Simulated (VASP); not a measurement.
An input for Quantum ESPRESSO's pw.x (written as the equivalent of a VASP run, and not itself run):

```
&CONTROL
  calculation = 'vc-relax'
  pseudo_dir = './pseudo'
  outdir = './out'
  tprnfor = .true.
  tstress = .true.
  nstep = 40
  forc_conv_thr = 0.00078
/
&SYSTEM
  ibrav = 0
  nat = 2
  ntyp = 2
  ecutwfc = 82.3
  occupations = 'smearing'
  smearing = 'gaussian'
  degauss = 0.003675
  input_dft = 'pbe'
/
&ELECTRONS
  conv_thr = 7.3e-08
  electron_maxstep = 100
/
&IONS
/
&CELL
  press = 300
/
ATOMIC_SPECIES
  Sr 87.620 Sr.upf
  Te 127.600 Te.upf
CELL_PARAMETERS angstrom
     0.0000000    2.9410350    2.9410350
     2.9410350    0.0000000    2.9410350
     2.9410350    2.9410350    0.0000000
ATOMIC_POSITIONS crystal
  Sr   1.0000000  1.0000000  0.0000000
  Te   0.5000000  0.5000000  0.5000000
K_POINTS automatic
  8 8 8 0 0 0
```

Problem. Write the VASP files for the same calculation (PBE).

Solution. Several could match; the one computed here: 
POSCAR:
```
SrTe
1
    0.0000000000     2.9410350006     2.9410350006
    2.9410350006     0.0000000000     2.9410350006
    2.9410350006     2.9410350006     0.0000000000
Sr Te
1 1
Direct
  1.0000000000   1.0000000000   0.0000000000
  0.5000000000   0.5000000000   0.5000000000
```

### KPOINTS
```
Regular mesh
0
Gamma
8 8 8
0 0 0
```

INCAR:
```
ALGO  =  Normal
EDIFF  =  1E-6
EDIFFG  =  -0.02
ENCUT  =  500
GGA  =  PE
IBRION  =  2
ISIF  =  3
ISMEAR  =  0
LASPH  =  T
LCHARG  =  F
LMAXMIX  =  4
LREAL  =  F
LWAVE  =  F
NELM  =  100
NSW  =  40
PREC  =  Accurate
PSTRESS  =  300
SIGMA  =  0.05
SYSTEM  =  SrTe
```

POTCAR, in this order: Sr_sv Te (PBE.64 set). Program: vasp_std.

What does not carry over: the potentials are each code's own (VASP's PAW set, PseudoDojo norm-conserving files in pw.x), so ENCUT and ecutwfc are chosen apart and not converted; conv_thr bounds pw.x's estimated SCF error, while EDIFF bounds the energy change between steps; forc_conv_thr acts on force components and is met together with etot_conv_thr.

The compound is SrTe in the rock salt structure. It was relaxed first under an external pressure of 30 GPa.
